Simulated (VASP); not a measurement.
Write the native input for VASP 6.6.1 that does the following.

```
Task                   : single point
Functional             : PBE
Potentials or basis    : VASP PAW PBE potentials, release 64 (Zr_sv, Ga_d, C)
Cutoff                 : 520 eV
k mesh                 : 6 × 6 × 4
Occupations            : gaussian, width 0.1 eV
Spin                   : no spin polarisation
Dipole correction      : no
Further INCAR settings : ALGO = Normal; EDIFF = 1e-06; NBANDS = 32
```

The structure of ZrGaC5 lies in POSCAR:

```
ZrGaC5
1.0
    3.1695845316      0.0000000000      0.0000000000
    0.0000000000      3.1695845316      0.0000000000
    0.0000000000      0.0000000000      7.0023999196
Zr Ga C
1 1 5
Direct
    0.0000000000      0.0000000000      0.0000000000
    0.0000000000      0.0000000000      0.5000000000
    0.5000000000      0.5000000000      0.0000000000
    0.5000000000      0.0000000000      0.2743370785
    0.0000000000      0.5000000000      0.2743370785
    0.5000000000      0.0000000000      0.7256629215
    0.0000000000      0.5000000000      0.7256629215
```

The cell was built by a generator and needn't be a form met in nature.

The cell isn't the ideal one: species swapped into the YbIn5Rh type (P4/mmm, No. 123).

The input as run:

INCAR

```
SYSTEM = ZrGaC5
PREC = Accurate
ENCUT = 520
EDIFF = 1E-6
ISMEAR = 0
SIGMA = 0.1
LREAL = .FALSE.
LASPH = .TRUE.
NELM = 60
ALGO = Normal
ISIF = 2
LWAVE = .FALSE.
LCHARG = .FALSE.
GGA = PE
NBANDS = 32
```

KPOINTS

```
Automatic mesh
0
G
  6 6 4
  0 0 0
```

Potentials or basis: VASP PAW PBE potentials, release 64 (Zr_sv, Ga_d, C).

The run is started by

```console
$ cat potpaw_PBE.64/Zr_sv/POTCAR potpaw_PBE.64/Ga_d/POTCAR potpaw_PBE.64/C/POTCAR > POTCAR
$ mpirun -np 1 vasp_std > vasp.out
```

Results of the run:

| Item | Value |
| --- | --- |
| Pressure | 0.4 GPa |
| Largest force | 0.011 eV/Å |
| Band gap on the k mesh | none (metal or under the smearing width) |

Run time: 35 s on 1 thread of Intel(R) Xeon(R) 6975P-C (Granite Rapids), with other jobs on the host, peak memory 0.2 GiB.
